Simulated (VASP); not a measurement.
Input:

```
InPd
1.0
    3.27767     0.00000     0.00000
    0.00000     3.27767     0.00000
    0.00000     0.00000     3.27767
In Pd
1 1
Cartesian
  1.63884   1.63884   1.63884
  0.00000   0.00000   0.00000
```

Computed with optB86b-vdW, VASP's PBE PAW potentials (set 64) (plane waves; VASP). Run with 520 eV cut-off, Gaussian smearing of 0.050 eV, potentials In_d Pd.

Unless said otherwise, spin-orbit coupling is left out, though it shifts the bands of the heavy elements here.

### Question
Predict the band gap (along the path) with the smallest direct gap where there is one.

### Answer

| Item | Result |
|---|---|
| band gap (along the path) | none (metal, semimetal or under 0.01 eV) |

Total energies compare only between runs with the same potentials, cut-off and functional.

The compound is PdIn in the CsCl type structure. It was relaxed first. The electron count is odd and the run is not spin-polarised, which forces a metal.
